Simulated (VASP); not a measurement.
Output of a VASP run:

**OSZICAR**
```
       N       E                     dE             d eps       ncg     rms          rms(c)
DAV:   1     0.923346839867E+02    0.92335E+02   -0.91187E+03  2024   0.138E+03
DAV:   2    -0.381458766674E+02   -0.13048E+03   -0.12236E+03  2348   0.342E+02
DAV:   3    -0.441168244684E+02   -0.59709E+01   -0.58566E+01  3080   0.656E+01
DAV:   4    -0.443535243136E+02   -0.23670E+00   -0.23632E+00  2580   0.120E+01
DAV:   5    -0.443585726559E+02   -0.50483E-02   -0.50474E-02  3048   0.151E+00    0.221E+01
DAV:   6    -0.339891907304E+02    0.10369E+02   -0.12846E+01  2392   0.330E+01    0.645E+00
DAV:   7    -0.347181235199E+02   -0.72893E+00   -0.57163E-01  2324   0.840E+00    0.424E+00
DAV:   8    -0.343624549333E+02    0.35567E+00   -0.58078E-01  2360   0.885E+00    0.131E+00
DAV:   9    -0.347149832215E+02   -0.35253E+00   -0.35974E-01  2296   0.618E+00    0.473E-01
DAV:  10    -0.347239641525E+02   -0.89809E-02   -0.93640E-03  2312   0.973E-01    0.423E-01
DAV:  11    -0.347090626563E+02    0.14901E-01   -0.60180E-02  2444   0.181E+00    0.409E-01
DAV:  12    -0.347218581498E+02   -0.12795E-01   -0.18769E-02  2312   0.113E+00    0.860E-02
DAV:  13    -0.347240038150E+02   -0.21457E-02   -0.14353E-03  2332   0.339E-01    0.334E-02
DAV:  14    -0.347245032491E+02   -0.49943E-03   -0.99690E-04  2344   0.258E-01    0.246E-02
DAV:  15    -0.347245080494E+02   -0.48003E-05   -0.18961E-05  2796   0.381E-02    0.241E-02
DAV:  16    -0.347245120373E+02   -0.39879E-05   -0.20815E-05  2204   0.383E-02    0.227E-02
DAV:  17    -0.347245187721E+02   -0.67348E-05   -0.31219E-05  2876   0.495E-02    0.224E-02
DAV:  18    -0.347245093830E+02    0.93891E-05   -0.12188E-05  2156   0.300E-02    0.204E-02
DAV:  19    -0.347245103972E+02   -0.10142E-05   -0.24680E-06  2164   0.188E-02    0.951E-03
DAV:  20    -0.347245072544E+02    0.31428E-05   -0.83609E-07  2432   0.105E-02    0.517E-03
DAV:  21    -0.347245072436E+02    0.10807E-07   -0.37606E-08  1072   0.241E-03
   1 F= -.34724507E+02 E0= -.34724497E+02  d E =-.295520E-04
```

**OUTCAR**
```
------------------------ aborting loop because EDIFF is reached ----------------------------------------
  FORCE on cell =-STRESS in cart. coord.  units (eV):
  Direction    XX          YY          ZZ          XY          YZ          ZX
  --------------------------------------------------------------------------------------
  Total       -0.0049261     -0.0049261     -0.0049261      0.0000000      0.0000000      0.0000000
  in kB       -0.3014922     -0.3014922     -0.3014922      0.0000000      0.0000000      0.0000000
  external PRESSURE =      -0.3014922 kB  Pullay stress =       0.0000000 kB
  volume of cell :       26.18
      direct lattice vectors                 reciprocal lattice vectors
     0.000000000  2.356683324  2.356683324    -0.212162574  0.212162574  0.212162574
     2.356683324  0.000000000  2.356683324     0.212162574 -0.212162574  0.212162574
     2.356683324  2.356683324  0.000000000     0.212162574  0.212162574 -0.212162574
 POSITION                                       TOTAL-FORCE (eV/Angst)
 -----------------------------------------------------------------------------------
      0.00000      0.00000      0.00000         0.000000      0.000000      0.000000
      2.35668      2.35668      2.35668        -0.000000     -0.000000     -0.000000
 -----------------------------------------------------------------------------------
    total drift:                                0.000000      0.000000      0.000000
  FREE ENERGIE OF THE ION-ELECTRON SYSTEM (eV)
  ---------------------------------------------------
  free  energy   TOTEN  =       -34.7245072436 eV

  energy  without entropy=      -34.7244776917  energy(sigma->0) =      -34.72449739
```
(Selected blocks of OUTCAR.)

### POSCAR
```
ZrC
1
    0.0000000000     2.3566833240     2.3566833240
    2.3566833240     0.0000000000     2.3566833240
    2.3566833240     2.3566833240     0.0000000000
Zr C
1 1
Direct
  0.0000000000   0.0000000000   0.0000000000
  0.5000000000   0.5000000000   0.5000000000
```

Q: Reconstruct the remaining input files.

A: Several could match; the one computed here: the input of the run itself, r2SCAN meta-GGA, plane waves, VASP's PBE PAW potentials (set 64).

**INCAR**
```
SYSTEM = ZrC
PREC = Accurate
ENCUT = 520
EDIFF = 1E-7
NELM = 100
ALGO = Normal
LREAL = .FALSE.
LASPH = .TRUE.
ISMEAR = 1
SIGMA = 0.1
METAGGA = R2SCAN
LMIXTAU = .TRUE.
LMAXMIX = 4
LWAVE = .FALSE.
LCHARG = .FALSE.
ISIF = 2
```

KPOINTS:
```
Automatic mesh
0
Gamma
13 13 13
0 0 0
```

POTCAR, in this order: Zr_sv C (PBE.64 set). Program: vasp_std.

The compound is ZrC in the rock salt structure. It was relaxed first.
